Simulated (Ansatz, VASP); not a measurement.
# ZrSeBr in two plane-wave programs

One calculation is typed for both programs; each brings its own data sets. How far apart do they land? The cell is invented: other elements were put on sites of a known structure type. It may not be a known or stable phase. The cell is taken from a series of VASP runs on this material, whose earlier steps may have relaxed, scaled or displaced it; both programs get it as it stands. Valence electrons are named where the data sets of a main pair hold unlike numbers.

Main program and level: Ansatz 0.2.0; plane waves, with VASP 6.6.1 beside it; band structure at BLYP and electric field gradients at BLYP.

**1. The structure**

Symmetry: P-6m2, No. 187, hexagonal system. Conventional cell: a = 5.076 Å, b = 5.076 Å, c = 3.212 Å, α = 90.00°, β = 90.00°, γ = 120.00°. Nearest to Zr lie 2 Zr at 3.21 Å and 6 Se at 3.34 Å and 6 Br at 3.34 Å. Se has 3 Br at 2.93 Å and 6 Zr at 3.34 Å nearest. Br has 3 Se at 2.93 Å and 6 Zr at 3.34 Å nearest. Farther neighbours and most contacts between anions are not listed.

Structure file:

```
Zr Se Br
1.0
     5.07601    0.00000    0.00000
    -2.53800    4.39595    0.00000
     0.00000    0.00000    3.21211
Zr Se Br
1 1 1
Direct
  0.00000 0.00000 0.50000
  0.33333 0.66667 0.00000
  0.66667 0.33333 0.00000
```

**2. VASP: band structure, BLYP**

A single point gives forces, pressure and levels at one fixed geometry, so differences don't come from the geometry; what else differs is listed under the comparison.

Lines of VASP's logs that name or quote its potential files are left out, and so is its time.

INCAR reads:

```
SYSTEM = ZrSeBr
PREC = Accurate
ENCUT = 400
EDIFF = 1E-06
NELM = 100
ISMEAR = 0
SIGMA = 0.05
LREAL = .FALSE.
ALGO = Normal
GGA = B5
ALDAX = 1
AGGAX = 1
AGGAC = 1
ALDAC = 0
NBANDS = 25
LORBIT = 11
LWAVE = .FALSE.
LCHARG = .FALSE.
```

POSCAR reads:

```
ZrSeBr
1.0
    5.0760089739      0.0000000000      0.0000000000
   -2.5380044870      4.3959527212      0.0000000000
    0.0000000000      0.0000000000      3.2121108523
Zr Se Br
1 1 1
Direct
    0.0000000000      0.0000000000      0.5000000000
    0.3333333300      0.6666666700      0.0000000000
    0.6666666700      0.3333333300      0.0000000000
```

KPOINTS reads:

```
Automatic mesh
0
Gamma
5 5 7
0 0 0
```

KPOINTS_OPT reads:

```
Line mode
16
Line-mode
Reciprocal
  0.00000000   0.00000000   0.00000000 GAMMA
  0.50000000   0.00000000   0.00000000 M

  0.50000000   0.00000000   0.00000000 M
  0.33333333   0.33333333   0.00000000 K

  0.33333333   0.33333333   0.00000000 K
  0.00000000   0.00000000   0.00000000 GAMMA

  0.00000000   0.00000000   0.00000000 GAMMA
  0.00000000   0.00000000   0.50000000 A

  0.00000000   0.00000000   0.50000000 A
  0.50000000   0.00000000   0.50000000 L

  0.50000000   0.00000000   0.50000000 L
  0.33333333   0.33333333   0.50000000 H

  0.33333333   0.33333333   0.50000000 H
  0.00000000   0.00000000   0.50000000 A

  0.50000000   0.00000000   0.50000000 L
  0.50000000   0.00000000   0.00000000 M

  0.33333333   0.33333333   0.00000000 K
  0.33333333   0.33333333   0.50000000 H
```

The projector-augmented-wave data sets are Zr_sv, Se and Br (PBE family, release 64).

On the command line:

```console
$ mpirun -np 1 vasp_std
```

Numbers of over 12 decimals in the logs are rounded to 6 here.

Output:

```text
[banner, memory and clock lines left out]
running    1 mpi-ranks, on    1 nodes
 distrk:  each k-point on    1 cores,    1 groups
 distr:  one band on    1 cores,    1 groups

 POSCAR found type information on POSCAR ZrSeBr
 POSCAR found :  3 types and       3 ions
|                                                                             |
|               ----> ADVICE to this user running VASP <----                  |
|                                                                             |
|     You enforced a specific xc type in the INCAR file but a different       |
|     [... a line on the potential file left out ...]
|     I HOPE YOU KNOW WHAT YOU ARE DOING!                                     |
|                                                                             |

 LDA part: xc-table for (Slater(with rela. corr.)+VWN5), standard interpolation
 POSCAR, INCAR and KPOINTS ok, starting setup
 FFT: planning ... GRIDC
 FFT: planning ... GRID_SOFT
 FFT: planning ... GRID
 WAVECAR not read
 entering main loop
       N       E                     dE             d eps       ncg     rms          rms(c)
DAV:   1     0.145111193818E+03    0.14511E+03   -0.10019E+04  1000   0.727E+02
DAV:   2    -0.332892333171E+01   -0.14844E+03   -0.14153E+03  1243   0.211E+02
DAV:   3    -0.135613221593E+02   -0.10232E+02   -0.10064E+02  1662   0.454E+01
DAV:   4    -0.137869957227E+02   -0.22567E+00   -0.22466E+00  1199   0.591E+00
DAV:   5    -0.137917242081E+02   -0.47285E-02   -0.47275E-02  1452   0.653E-01    0.102E+01
DAV:   6    -0.120937205958E+02    0.16980E+01   -0.11255E+01  1090   0.929E+00    0.613E+00
DAV:   7    -0.117631579147E+02    0.33056E+00   -0.22545E+00  1079   0.472E+00    0.353E+00
DAV:   8    -0.117811624892E+02   -0.18005E-01   -0.90195E-01  1158   0.266E+00    0.183E+00
DAV:   9    -0.117149031573E+02    0.66259E-01   -0.39099E-01  1079   0.181E+00    0.474E-01
DAV:  10    -0.117089680469E+02    0.59351E-02   -0.26519E-02  1203   0.548E-01    0.145E-01
DAV:  11    -0.117096903190E+02   -0.72227E-03   -0.29752E-03  1185   0.179E-01    0.158E-01
DAV:  12    -0.117091839105E+02    0.50641E-03   -0.37278E-03  1126   0.167E-01    0.597E-02
DAV:  13    -0.117091332250E+02    0.50685E-04   -0.15155E-04  1242   0.506E-02    0.175E-02
DAV:  14    -0.117091277934E+02    0.54316E-05   -0.49425E-05  1170   0.242E-02    0.925E-03
DAV:  15    -0.117091273205E+02    0.47297E-06   -0.41477E-06  1170   0.855E-03
   1 F= -.11709127E+02 E0= -.11706870E+02  d E =-.451528E-02
 Start KPOINTS_OPT (optional k-point list driver)
k-point batch [1-20\144]
       N       E                     dE             ncg
DAV:   1    -0.875634792607E+03   -0.61813E+04     1000
DAV:   2    -0.386961677303E+04   -0.29940E+04     1279
DAV:   3    -0.407553753220E+04   -0.20592E+03     1623
DAV:   4    -0.408048115196E+04   -0.49436E+01     1239
DAV:   5    -0.408058291272E+04   -0.10176E+00     1455
DAV:   6    -0.408058553700E+04   -0.26243E-02     1320
DAV:   7    -0.408058561340E+04   -0.76403E-04     1375
DAV:   8    -0.408058561654E+04   -0.31347E-05      984
DAV:   9    -0.408058561666E+04   -0.12412E-06      918
[...]
k-point batch [141-144\144]
       N       E                     dE             ncg
DAV:   1     0.854728595090E+04   -0.34323E+04      200
DAV:   2     0.800832838368E+04   -0.53896E+03      236
DAV:   3     0.796614951531E+04   -0.42179E+02      365
DAV:   4     0.796494722714E+04   -0.12023E+01      244
DAV:   5     0.796493526403E+04   -0.11963E-01      264
DAV:   6     0.796493514312E+04   -0.12091E-03      247
DAV:   7     0.796493514053E+04   -0.25864E-05      264
DAV:   8     0.796493514048E+04   -0.55074E-07      183
```

From OUTCAR (step 2):

```text
ion  position               nearest neighbor table
   1  0.000  0.000  0.500-   2 3.34   3 3.34   2 3.34   3 3.34   2 3.34   2 3.34   3 3.34   3 3.34
                             3 3.34   3 3.34   2 3.34   2 3.34
   2  0.333  0.667  0.000-   1 3.34   1 3.34   1 3.34   1 3.34   1 3.34   1 3.34
   3  0.667  0.333  0.000-   1 3.34   1 3.34   1 3.34   1 3.34   1 3.34   1 3.34

  LATTYP: Found a hexagonal cell.
 ALAT       =     5.0760089739
 C/A-ratio  =     0.6328024377

 Subroutine GETGRP returns: Found 12 space group operations
 (whereof 12 operations were pure point group operations)

The static configuration has the point symmetry D_3h.

 Found     20 irreducible k-points:

   k-points           NKPTS =     20   k-points in BZ     NKDIM =     20   number of bands    NBANDS=     25

   dimension x,y,z NGX =    36 NGY =   36 NGZ =   24
   dimension x,y,z NGXF=    72 NGYF=   72 NGZF=   48

   ENCUT  =  400.0 eV  29.40 Ry    5.42 a.u.   8.28  8.28  5.24*2*pi/ulx,y,z

   NELECT =      25.0000    total number of electrons

 k-points in reciprocal lattice and weights: Automatic mesh
   0.00000000  0.00000000  0.00000000       0.006
   0.20000000  0.00000000  0.00000000       0.034
   0.40000000  0.00000000  0.00000000       0.034
   0.20000000  0.20000000  0.00000000       0.034
   0.40000000  0.20000000  0.00000000       0.034
   0.00000000  0.00000000  0.14285714       0.011
   0.20000000  0.00000000  0.14285714       0.069
   0.40000000  0.00000000  0.14285714       0.069
   0.20000000  0.20000000  0.14285714       0.069
[...]
0.20000000  0.20000000  0.42857143       0.069
   0.40000000  0.20000000  0.42857143       0.069

 average (electrostatic) potential at core
       1 -78.9976       2 -51.9797       3 -59.6355

 E-fermi :   6.9896

 k-point     1 :       0.0000    0.0000    0.0000
  band No.  band energies     occupation
    ...
      8       0.9432      2.00000
      9       4.3643      2.00000
     10       4.3643      2.00000
     11       4.6109      2.00000
     12       4.8259      2.00000
     13       7.7084      0.00000
     14       7.8956      0.00000
     15       8.3779      0.00000
     16       8.3779      0.00000
     17       8.5006      0.00000
    ...

 k-point     2 :       0.2000    0.0000    0.0000
  band No.  band energies     occupation
    ...
      8       1.2599      2.00000
      9       3.5236      2.00000
     10       4.5545      2.00000
     11       4.8323      2.00000
     12       5.2109      2.00000
     13       7.4781      0.00000
     14       8.1022      0.00000
     15       8.4798      0.00000
     16       8.5025      0.00000
     17       8.7561      0.00000
    ...

 k-point     3 :       0.4000    0.0000    0.0000
  band No.  band energies     occupation
    ...
      8       1.1674      2.00000
      9       4.2374      2.00000
     10       4.8566      2.00000
     11       4.8609      2.00000
     12       5.3512      2.00000
     13       7.1207      0.00021
     14       7.3970      0.00000
     15       8.4466      0.00000
     16       8.8331      0.00000
     17       9.2015      0.00000
    ...

  Total        0.0025032      0.0025032     -0.0024778     -0.0000000     -0.0000000     -0.0000000
  in kB        0.0559545      0.0559545     -0.0553863     -0.0000000     -0.0000000     -0.0000000
  external PRESSURE =       0.0188409 kB  Pullay stress =       0.0000000 kB

  energy-cutoff  :      400.00
  volume of cell :       71.67
      direct lattice vectors                 reciprocal lattice vectors
     5.076008974  0.000000000  0.000000000     0.197005168  0.113740987  0.000000000
    -2.538004487  4.395952721  0.000000000     0.000000000  0.227481973  0.000000000
     0.000000000  0.000000000  3.212110852     0.000000000  0.000000000  0.311321759

 POSITION                                       TOTAL-FORCE (eV/Angst)
 -----------------------------------------------------------------------------------
      0.00000      0.00000      1.60606         0.000000     -0.000000      0.000000
     -0.00000      2.93064      0.00000         0.000000     -0.000000      0.000000
      2.53800      1.46532      0.00000        -0.000000      0.000000      0.000000
 -----------------------------------------------------------------------------------
    total drift:                               -0.000007      0.000004     -0.000000

  FREE ENERGIE OF THE ION-ELECTRON SYSTEM (eV)
  ---------------------------------------------------
  free  energy   TOTEN  =       -11.7091273205 eV

  energy  without entropy=      -11.7046120450  energy(sigma->0) =      -11.70686968

 total charge
# of ion       s       p       d       tot
------------------------------------------
    1        2.113   5.908   1.548   9.568
    2        1.517   2.223   0.036   3.776
    3        1.669   3.199   0.043   4.910
--------------------------------------------------
tot          5.299  11.329   1.626  18.254

[... 3 further parts left out ...]
```

This run has no spin polarisation. Its electron count is odd, so without a moment it is a metal by construction. The k-mesh is coarse for a metal. Spin-orbit coupling is off here; it would split degenerate levels. The PAW data sets were made with PBE, which is usual practice but a small mismatch for other functionals.

**3. Ansatz: band structure, BLYP**

Ansatz runs on its default PAW (the set named soft_2) files.

The same cell, functional (in two slightly different forms), mesh and smearing now go to Ansatz, which takes its cutoff from its data sets.

input.yaml reads:

```yaml
crystal:
  lattice:
    - [5.0760089739, 0.0, 0.0]
    - [-2.538004487, 4.3959527212, 0.0]
    - [0.0, 0.0, 3.2121108523]
  atoms:
    - { symbol: Zr, position: [0.0, 0.0, 0.5] }
    - { symbol: Se, position: [0.33333333, 0.66666667, 0.0] }
    - { symbol: Br, position: [0.66666667, 0.33333333, 0.0] }
hamiltonian:
  xc: blyp
  pseudopotentials: { kind: paw }
kpoints:
  mp_grid: { grid: [5, 5, 7] }
  band_path:
    path:
      - [0.0, 0.0, 0.0]
      - [0.13333, 0.0, 0.0]
      - [0.3, 0.0, 0.0]
      - [0.46667, 0.0, 0.0]
      - [0.46667, 0.06667, 0.0]
      - [0.41111, 0.17778, 0.0]
      - [0.35556, 0.28889, 0.0]
      - [0.28889, 0.28889, 0.0]
      - [0.17778, 0.17778, 0.0]
      - [0.06667, 0.06667, 0.0]
      - [0.0, 0.0, 0.03333]
      - [0.0, 0.0, 0.2]
      - [0.0, 0.0, 0.36667]
      - [0.0, 0.0, 0.5]
      - [0.16667, 0.0, 0.5]
      - [0.3, 0.0, 0.5]
      - [0.46667, 0.0, 0.5]
      - [0.46667, 0.06667, 0.5]
      - [0.41111, 0.17778, 0.5]
      - [0.35556, 0.28889, 0.5]
      - [0.28889, 0.28889, 0.5]
      - [0.17778, 0.17778, 0.5]
      - [0.06667, 0.06667, 0.5]
      - [0.5, 0.0, 0.46667]
      - [0.5, 0.0, 0.3]
      - [0.5, 0.0, 0.13333]
      - [0.33333, 0.33333, 0.0]
      - [0.33333, 0.33333, 0.16667]
      - [0.33333, 0.33333, 0.33333]
      - [0.33333, 0.33333, 0.5]
    npoints: 1
scf:
  occupations: { method: gaussian, width: 0.05 }
  n_extra_bands: 7
output:
  forces: true
  stress: true
  eigenvalues: true
```

On the command line:

```console
$ ansatz run input.yaml --threads 2 --pin off --max-ram 4608MiB --backend cpu --events-out ev --progress --plain --runs-dir out
```

Output:

```text
scf.n_extra_bands = 7 over 18 filled bands (N_el = 35.0): the run solves 25 bands
Engine: ansatz 0.2.0, x86_64-unknown-linux-gnu
Pseudopotentials: kind: paw
Pseudopotential: Zr, paw, valence charge 12, recommended cutoff 420 eV (normal), Zr.paw.azcp
Pseudopotential: Se, paw, valence charge 16, recommended cutoff 420 eV (normal), Se.paw.azcp
Pseudopotential: Br, paw, valence charge 7, recommended cutoff 420 eV (normal), Br.paw.azcp
Functional definition: BLYP
  parameter beta = 0.0042
  parameter a = 0.04918
  parameter b = 0.132
  parameter c = 0.2533
  parameter d = 0.349
  exchange = b88_x(beta = beta)
  correlation = lyp_c(a = a, b = b, c = c, d = d)
Crystal: 3 atoms, lattice volume = 71.675 Å³
Basis set: ecut = 420 eV, 1433 PW (Γ), exchange–correlation on 72×72×48 points (8 copies of the dense FFT grid, shifted against one another)
Bands: 25, of which v1, the nominal top of the filled ones, is band 18 counted from 1 (17 counted from 0)
Symmetry: 12 space group operations
Space group: P-6m2 (ITA 187), of the structure as read, at distance tolerance 4.2e-5 Å
k-points: 20 of 175 (time reversal used)
Non-local potential: Zr, projectors of the file, l = 0: 3, l = 1: 2, l = 2: 2, l = 3: 2
Non-local potential: Se, projectors of the file, l = 0: 2, l = 1: 2, l = 2: 3, l = 3: 1
Non-local potential: Br, projectors of the file, l = 0: 2, l = 1: 2, l = 2: 2
PAW form: soft (Blöchl's): semilocal exchange-correlation on the pseudo side does not see the compensation charge
PAW frozen core: Zr, regenerated for the run's functional, and the local potential with it (the file was generated under x = pbe(κ = 0.804, μ = 0.219515), c = pbe(β = 0.066725))
PAW frozen core: Se, regenerated for the run's functional, and the local potential with it (the file was generated under x = pbe(κ = 0.804, μ = 0.219515), c = pbe(β = 0.066725))
PAW frozen core: Br, regenerated for the run's functional, and the local potential with it (the file was generated under x = pbe(κ = 0.804, μ = 0.219515), c = pbe(β = 0.066725))
PAW one-centre angular grid: Zr, 590 points (default); XC on 64 Gauss nodes
PAW one-centre angular grid: Se, 590 points (default); XC on 64 Gauss nodes
PAW one-centre angular grid: Br, 110 points (default); XC on 64 Gauss nodes
Initial density: superposition of atomic densities (neutral atoms: chi_scale 0, normalization atom), corrected by the library's trained network
Initial wavefunctions: pseudopotential atomic-orbital guess
Functional: x = b88, c = lyp
SCF iter   1: F=—  HF=-12471.445852 eV  |F-HF|=—  |Δ(HF+E_count)|=         —  Δρ=1.02e-2  dr2=1.13e-1  ethr=1.77e-3  ⟨swp⟩=6.3  Hψ=2372  notcnv=0
preconditioner: auto → none  [insulator: Δε(μ)=0.111 eV  Ē_g=8.739 eV  σ=0.050 eV  W_gap=0.83  n_scr=8 (ndim 8)  ℏωp=18.1 eV  f_vac=0.000  D(μ)=2.21/eV (n_scr^D=8)  ε∞_Penn≈5.3]
SCF iter   2: F=—  HF=-12471.420676 eV  |F-HF|=—  |Δ(HF+E_count)|=   2.52e-2  Δρ=3.54e-3  dr2=1.28e-2  ethr=3.22e-4  ⟨swp⟩=2.6  Hψ=919  notcnv=0  defer=44
SCF iter   3: F=—  HF=-12471.419615 eV  |F-HF|=—  |Δ(HF+E_count)|=   1.06e-3  Δρ=8.05e-4  dr2=4.80e-4  ethr=3.66e-5  ⟨swp⟩=2.5  Hψ=614  notcnv=0  defer=44
SCF iter   4: F=—  HF=-12471.419709 eV  |F-HF|=—  |Δ(HF+E_count)|=   9.41e-5  Δρ=1.86e-4  dr2=1.34e-5  ethr=1.37e-6  ⟨swp⟩=2.4  Hψ=697  notcnv=0  defer=44
SCF iter   5: F=—  HF=-12471.419780 eV  |F-HF|=—  |Δ(HF+E_count)|=   7.06e-5  Δρ=4.65e-5  dr2=9.94e-7  ethr=3.83e-8  ⟨swp⟩=2.0  Hψ=798  notcnv=0  defer=44
SCF iter   6: F=—  HF=-12471.419781 eV  |F-HF|=—  |Δ(HF+E_count)|=   1.54e-6  Δρ=1.20e-5  dr2=1.34e-7  ethr=2.86e-10  ⟨swp⟩=9.9  Hψ=2562  notcnv=0
SCF iter   7: F=-12471.419781 eV  HF=-12471.419781 eV  |F-HF|=2.90e-9  |Δ(HF+E_count)|=   5.64e-8  Δρ=2.44e-6  dr2=6.69e-9  ethr=2.86e-10  ⟨swp⟩=4.0  Hψ=1423  notcnv=0
SCF 1 converged in 7 iterations: F = -12471.419781 eV  dr2 = 6.69e-9
  greatest PAW one-centre occupation: 1.000 electrons in one spin orbital (limit 2), on the Se atom at site 1 (counted from 0), in its partial waves of l = 2
NSCF: frozen V_eff on 30 k-points
SCF converged after 7 iterations
Free energy (F): -12471.419781 eV
Harris-Foulkes:  -12471.419781 eV  (|F-HF|=2.90e-9)
Internal energy: -12471.415105 eV  (E = F + TS)
E sigma→0 (E₀):  -12471.417443 eV
Entropy (-TS):   -0.004676 eV (-1.559 meV/atom)
Fermi energy:    11.084355 eV
--- Per-component energies (eV) ---
  E_band       = -470.937524
  E_kinetic    = 582.581051
  E_local      = -3340.543756  (includes V_loc(G=0)·N_el)
  E_nonlocal   = -444.943702
  E_hartree    = 1494.056408
  E_xc         = -523.741717
  E_vxc        = -382.351269  (∫ρ·V_xc dr)
  E_paw        = -7153.405105  (= ΣΔE_a)
  E_vpaw       = 126.206962  (= ΣTr[D̂ρ^β])
  E_aug_tail   = -0.000598  (compensation charges beyond the density's cutoff)
  E_ewald      = -3085.835778
  E_core_change = 0.418091  (= ΣΔE_core)
  E_smearing   = -0.004676  (= −TS)
  E_closure    = -0.000000  (closes the sum)
  Σ components = -12471.419781   (vs F -12471.419781, Δ=0.00e0)
--- Forces (eV/Å), atoms counted from 1 ---
  atom   1  Zr     0.00000000    -0.00000000     0.00000000
  atom   2  Se     0.00000000    -0.00000000     0.00000000
  atom   3  Br     0.00000000     0.00000000     0.00000000
  max |Σ_I F_I| component: 1.20e-16 eV/Å
--- Stress (GPa, compression-positive) ---
        0.035646      -0.000000       0.000000
       -0.000000       0.035646       0.000000
        0.000000       0.000000      -0.063966
  P = ⅓ Tr σ = 0.0024 GPa (0.024 kbar)
--- Band table (eV; the first three rows and the last of 20) ---
  k-point 0: bands = [... 14 lower, 8.4592, 8.6987, 8.9219, 11.7957, 11.9550, 12.4726, 12.4726, 12.5853, ... 3 higher]
  k-point 1: bands = [... 14 lower, 8.3890, 8.3890, 9.3532, 10.5559, 12.1847, 12.1847, 12.5829, 12.5829, ... 3 higher]
  k-point 2: bands = [... 14 lower, 8.1982, 8.1982, 8.7323, 11.1342, 11.5331, 11.5331, 12.6649, 12.6649, ... 3 higher]
  k-point 19: bands = [... 14 lower, 6.8290, 8.4493, 11.0476, 11.2643, 11.4801, 11.6133, 12.0558, 12.2291, ... 3 higher]
```

The job ended after 1.8 s (2 threads of Intel Xeon 6975P-C (Granite Rapids), shared host; peak memory 0.44 GiB; 3.4 s of CPU time).

**4. Differences**

Known differences besides the potentials themselves: the data sets hold 35 valence electrons in Ansatz (on its default PAW (the set named soft_2) files) and 25 in VASP; the cutoff is 420 eV in Ansatz and 400 eV in VASP; Ansatz makes its cores anew for this functional, VASP keeps those of its PBE data sets; VASP leaves aspherical gradient terms in its spheres out (LASPH is not set), Ansatz keeps them; VASP's log shows a relativistic correction to its local exchange, Ansatz's none. Total energies have different zeros and are not compared.

The two programs side by side:

| quantity | Ansatz | VASP | difference |
| --- | --- | --- | --- |
| pressure (GPa) | 0.00 | 0.00 | 0.00 |

Levels from 3 eV below to 2 eV above the Fermi level differ by 7 meV r.m.s. and 35 meV at most; each VASP level is matched to the nearest of Ansatz, which flatters the figure a little. Ansatz's pressure holds a Pulay correction of 0.02 GPa; VASP's holds none.

(Continued in part 2 of 2.)

[Lines on the potential files, build, host, timing and source positions are cut from VASP's logs without a mark.]

[Logs are printed without paths, hosts, clocks, repeated set-up lines and the standing remarks that a program may print on its own settings, such as how far it seeks lower states.]

[Hosts, paths, dates, database ids (printed as entryN), source tags and the programs' standing remarks are cut or masked in the printed files.]
